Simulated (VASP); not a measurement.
The input files of a VASP run:

### INCAR
```
# general
SYSTEM =PbO
PREC   =Accurate
ENCUT  =520
LREAL  =.FALSE.
LASPH  =.TRUE.
NBANDS =28

# electronic loop
EDIFF  =1E-6
NELM   =100   # most electronic steps
ALGO   =Normal
LMAXMIX=4   # l cut-off of mixed one-centre charges

# smearing
ISMEAR =0   # Gaussian
SIGMA  =0.05   # width (eV)

# functional
GGA    =PE

# ions
ISIF   =2   # forces and stress, cell fixed

# output
LWAVE  =.FALSE.
LCHARG =.FALSE.
```

File KPOINTS:
```
K-points
0
G
5 5 4
0 0 0
```

File POSCAR:
```
PbO
1
    4.0717770000     0.0000000000     0.0000000000
    0.0000000000     4.0539320000     0.0000000000
    0.0000000000     0.0000000000     5.1551910000
Pb O
2 2
Direct
  0.5000000000   0.0000000000   0.7650000000
  0.0000000000   0.5000000000   0.2350000000
  0.5000000000   0.5000000000   0.0000000000
  0.0069770000   0.0000000000   0.0000000000
```

POTCAR, in this order: Pb_d O (PBE.64 set). Program: vasp_std.

Question: Translate this PBE calculation to Quantum ESPRESSO's pw.x.

Answer: One equivalent input (not run):
```
&CONTROL
  calculation = 'scf'
  pseudo_dir = './pseudo'
  outdir = './out'
  tprnfor = .true.
  tstress = .true.
/
&SYSTEM
  ibrav = 0
  nat = 4
  ntyp = 2
  ecutwfc = 84
  occupations = 'smearing'
  smearing = 'gaussian'
  degauss = 0.003675
  input_dft = 'pbe'
/
&ELECTRONS
  conv_thr = 7.3e-08
  electron_maxstep = 100
/
ATOMIC_SPECIES
  Pb 207.200 Pb.upf
  O 15.999 O.upf
CELL_PARAMETERS angstrom
     4.0717770    0.0000000    0.0000000
     0.0000000    4.0539320    0.0000000
     0.0000000    0.0000000    5.1551910
ATOMIC_POSITIONS crystal
  Pb   0.5000000  0.0000000  0.7650000
  Pb   0.0000000  0.5000000  0.2350000
  O    0.5000000  0.5000000  0.0000000
  O    0.0069770  0.0000000  0.0000000
K_POINTS automatic
  5 5 4 0 0 0
```
What does not carry over: the potentials are each code's own (VASP's PAW set, PseudoDojo norm-conserving files in pw.x), so ENCUT and ecutwfc are chosen apart and not converted; conv_thr bounds pw.x's estimated SCF error, while EDIFF bounds the energy change between steps; the number of bands isn't carried over, since the valence differs with the files.

The compound is PbO in the litharge structure. The cell was not relaxed at this level. The run is one of a series of settings (NBANDS = 28 against the base run), some of them coarse on purpose.
